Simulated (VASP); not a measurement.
Computed with r2SCAN meta-GGA, VASP's PBE PAW potentials (set 64) (plane waves; VASP).

VASP ran on this input.

File POSCAR:
```
Nb
2.8035730
 -0.5773502176   0.5773502176   0.5773502176
  0.5773502176  -0.5773502176   0.5773502176
  0.5773502176   0.5773502176  -0.5773502176
Nb
1
Direct
  0.0000000000   0.0000000000   0.0000000000
```

INCAR:
```
# general
SYSTEM  = Nb
PREC    = Accurate
ENCUT   = 520
LREAL   = .False.
LASPH   = .True.

# electronic loop
EDIFF   = 1E-7
NELM    = 100
ALGO    = Normal
LMAXMIX = 4
LMIXTAU = .True.

# smearing
ISMEAR  = 1
SIGMA   = 0.1

# functional
METAGGA = R2SCAN

# ions
ISIF    = 2

# output
LWAVE   = .False.
LCHARG  = .False.
```

**KPOINTS**
```
kpoints
0
gamma
 15 15 15
0 0 0
```

POTCAR, in this order: Nb_sv (PBE.64 set). Program: vasp_std.

### Question
Predict the energy per atom (σ→0), pressure, band gap (on the k-mesh).

### Answer

```
Item                                                        Result
------------------------  ----------------------------------------
energy per atom (σ→0)                              -24.803 eV/atom
band gap (on the k-mesh)  none (metal, semimetal or under 0.01 eV)
pressure                                                 12.04 GPa
```

File OSZICAR:
```
...
DAV:  13    -0.248030991174E+02   -0.48489E-03   -0.11868E-04  3306   0.153E-01    0.322E-02
DAV:  14    -0.248031229062E+02   -0.23789E-04   -0.26376E-05  3088   0.664E-02    0.284E-02
DAV:  15    -0.248031651455E+02   -0.42239E-04   -0.24007E-05  3724   0.720E-02    0.162E-02
DAV:  16    -0.248031667047E+02   -0.15592E-05   -0.63188E-06  3754   0.317E-02    0.516E-03
DAV:  17    -0.248031669834E+02   -0.27866E-06   -0.18225E-07  1888   0.763E-03    0.162E-03
DAV:  18    -0.248031666902E+02    0.29316E-06   -0.86958E-07  3648   0.120E-02    0.107E-03
DAV:  19    -0.248031667615E+02   -0.71271E-07   -0.47895E-08  1320   0.332E-03
   1 F= -.24803167E+02 E0= -.24803043E+02  d E =-.372766E-03
```

The compound is Nb in the bcc structure. This cell is one point of a volume scan, at 0.94 of the reference volume.
